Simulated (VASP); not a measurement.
OSZICAR of a VASP run on NiO (rock salt, AFM-II order):

File OSZICAR:
```
       N       E                     dE             d eps       ncg     rms          rms(c)
DAV:   1     0.255136946818E+03    0.25514E+03   -0.15941E+04  5328   0.213E+03
DAV:   2     0.198740486325E+01   -0.25315E+03   -0.23725E+03  5344   0.411E+02
DAV:   3    -0.273308398012E+02   -0.29318E+02   -0.27827E+02  6016   0.157E+02
DAV:   4    -0.282985995251E+02   -0.96776E+00   -0.96093E+00  5824   0.301E+01
DAV:   5    -0.283255495704E+02   -0.26950E-01   -0.26938E-01  6212   0.477E+00    0.212E+01
DAV:   6    -0.256663888064E+02    0.26592E+01   -0.41334E+01  7844   0.110E+02    0.216E+01
DAV:   7    -0.240893109413E+02    0.15771E+01   -0.71691E+00  6612   0.816E+01    0.945E+00
DAV:   8    -0.242450286154E+02   -0.15572E+00   -0.22915E+00  5888   0.123E+01    0.605E+00
DAV:   9    -0.241732650357E+02    0.71764E-01   -0.92020E-02  7612   0.817E+00    0.110E+00
DAV:  10    -0.241814823216E+02   -0.82173E-02   -0.54516E-02  6688   0.272E+00    0.411E-01
DAV:  11    -0.241813610518E+02    0.12127E-03   -0.38101E-03  6572   0.161E+00    0.121E-01
DAV:  12    -0.241814711362E+02   -0.11008E-03   -0.89356E-04  6708   0.301E-01    0.636E-02
DAV:  13    -0.241814655551E+02    0.55812E-05   -0.14589E-04  8740   0.180E-01    0.247E-02
DAV:  14    -0.241814670416E+02   -0.14866E-05   -0.12050E-05  6428   0.516E-02    0.186E-02
DAV:  15    -0.241814659663E+02    0.10754E-05   -0.41261E-06  4860   0.345E-02    0.464E-03
DAV:  16    -0.241814658734E+02    0.92860E-07   -0.15814E-06  2988   0.138E-02
   1 F= -.24181466E+02 E0= -.24181466E+02  d E =-.241815E+02  mag=     0.0000
```

**Question.** Which electronic solver shows in the log?

**Answer.** It is blocked Davidson (ALGO = Normal, or the opening steps of other solvers). The INCAR had ALGO = Normal.

**Question.** How was spin treated?

**Answer.** Collinear spin (ISPIN = 2): the summary line carries one mag value, 0.00 μB in the cell.

**Question.** Can the final energy be trusted as converged?

**Answer.** The calculation finished and met its thresholds. It stopped with EDIFF = 1E-6, NELM = 100, NSW = 60 and EDIFFG = -0.02 after 1 ionic step (AM05 GGA, plane waves, VASP's PBE PAW potentials (set 64)).

The compound is NiO in the rock salt, AFM-II order structure. It was relaxed first. The start is the result of an earlier pass.
